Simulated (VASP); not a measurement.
```
CELL_PARAMETERS angstrom
      2.77440     0.00000     0.00000
      0.00000     2.77440     0.00000
      0.00000     0.00000     3.78420
ATOMIC_POSITIONS crystal
  Fe 0.00000 0.00000 0.00000
  Pt 0.50000 0.50000 0.50000
```
Starting moments (μB, in the order of the record's atoms Fe Pt): 3.0 0.0.

The numbers are results of PBE GGA, VASP's PBE PAW potentials (set 64) (plane waves; VASP), not measurements. Run with 400 eV cut-off, 12×12×9 Γ-centred mesh, first-order Methfessel-Paxton smearing of 0.10 eV, potentials Fe Pt.

Task: Give the stress tensor in GPa (positive for a compressed cell).

Result: 
```
-7.92   0.00   0.00
 0.00  -7.92   0.00
 0.00   0.00  -6.94
```
The pressure is its mean diagonal, -7.59 GPa.

The compound is FePt in the L1_0 structure. The cell was not relaxed at this level.
